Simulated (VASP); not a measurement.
Runs of VASP 6.6.1 on ZnS. It takes space group P6_3mc (No. 186, hexagonal). Conventional cell: a = 3.845 Å, b = 3.845 Å, c = 6.314 Å, α = 90.00°, β = 90.00°, γ = 120.00°. Zn (site symmetry 3m) has 4 S at 2.36 to 2.37 Å as nearest neighbours. Around S (site symmetry 3m) lie 4 Zn at 2.36 to 2.37 Å. 

```tsv
task	cell	k mesh	cutoff (eV)	smearing	gap on the mesh (eV)	pressure (GPa)	relaxed volume (Å³/atom)	largest force (eV/Å)
single point	P6_3mc, 20.21 Å³/atom	6 × 6 × 4	520	gaussian 0.1 eV	2.08	(a)	-	0.03
single point	P6_3mc, 20.18 Å³/atom	12 × 12 × 4	520	gaussian 0.02 eV	2.08	0.1	-	-
relaxation of cell and atoms	relaxed	6 × 6 × 4	600	gaussian 0.1 eV	2.08	0.1	20.22	0.01
relaxation of cell and atoms	relaxed	12 × 12 × 4	600	gaussian 0.02 eV	2.08	0.0	20.21	0.01
```

Alike in all rows: level PBE; potentials or basis VASP PAW PBE potentials, release 64 (Zn, S); no spin polarisation.

Question: Fill in the values left out.

Answer: (a) -0.1.

A k mesh can miss the band edges.
